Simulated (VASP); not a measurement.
Input:

```yaml
crystal:
  lattice:
    - [2.56244, 1.47942, 4.57593]
    - [-2.56244, 1.47942, 4.57593]
    - [0.00000, -2.95885, 4.57593]
  atoms:
    - { symbol: Mg, position: [0.50000, 0.50000, 0.50000] }
    - { symbol: Sn, position: [0.00000, 0.00000, 0.00000] }
    - { symbol: F, position: [0.74940, 0.13214, 0.36755] }
    - { symbol: F, position: [0.25060, 0.86786, 0.63245] }
    - { symbol: F, position: [0.36755, 0.74940, 0.13214] }
    - { symbol: F, position: [0.63245, 0.25060, 0.86786] }
    - { symbol: F, position: [0.13214, 0.36755, 0.74940] }
    - { symbol: F, position: [0.86786, 0.63245, 0.25060] }
```

The numbers are results of PBEsol GGA, VASP's PBE PAW potentials (set 64) (plane waves; VASP), not measurements. Settings: 400 eV cut-off, 5×5×5 Γ-centred mesh, Gaussian smearing of 0.010 eV, potentials Mg Sn_d F.

Unless said otherwise, spin-orbit coupling is left out, though it shifts the bands of the heavy elements here.

Give the energies of bands 17 to 30 at the high-symmetry points, in eV from the valence-band maximum.

| band | Γ | T | H2 | L | S0 | F |
|---|---|---|---|---|---|---|
| 17 | -1.71 | -1.83 | -1.80 | -1.55 | -1.83 | -1.93 |
| 18 | -1.71 | -1.48 | -1.74 | -1.53 | -1.68 | -1.59 |
| 19 | -1.02 | -1.36 | -1.62 | -1.43 | -1.66 | -1.30 |
| 20 | -1.01 | -1.06 | -1.08 | -1.22 | -1.02 | -1.09 |
| 21 | -1.01 | -1.06 | -0.95 | -0.99 | -0.91 | -1.04 |
| 22 | -0.64 | -0.85 | -0.70 | -0.95 | -0.79 | -0.71 |
| 23 | -0.52 | -0.85 | -0.61 | -0.78 | -0.63 | -0.71 |
| 24 | -0.52 | -0.84 | -0.55 | -0.52 | -0.59 | -0.58 |
| 25 | -0.30 | -0.61 | -0.55 | -0.29 | -0.42 | -0.40 |
| 26 | -0.25 | -0.25 | -0.34 | -0.27 | -0.34 | -0.37 |
| 27 | -0.25 | -0.25 | -0.30 | -0.24 | -0.30 | -0.36 |
| 28 | -0.01 | -0.09 | -0.17 | -0.12 | -0.20 | -0.29 |
| 29 | -0.01 | -0.09 | -0.15 | -0.11 | -0.10 | -0.04 |
| 30 | 5.45 | 6.78 | 7.08 | 6.84 | 7.04 | 7.02 |

The gap is indirect, 5.45 eV, from the valence maximum at Γ-S0 at 0.29 to the conduction minimum at Γ.

The structure comes from a computed database's MgSnF6 entry (R-3); how it stands against other phases isn't given here. The cell was not relaxed at this level.
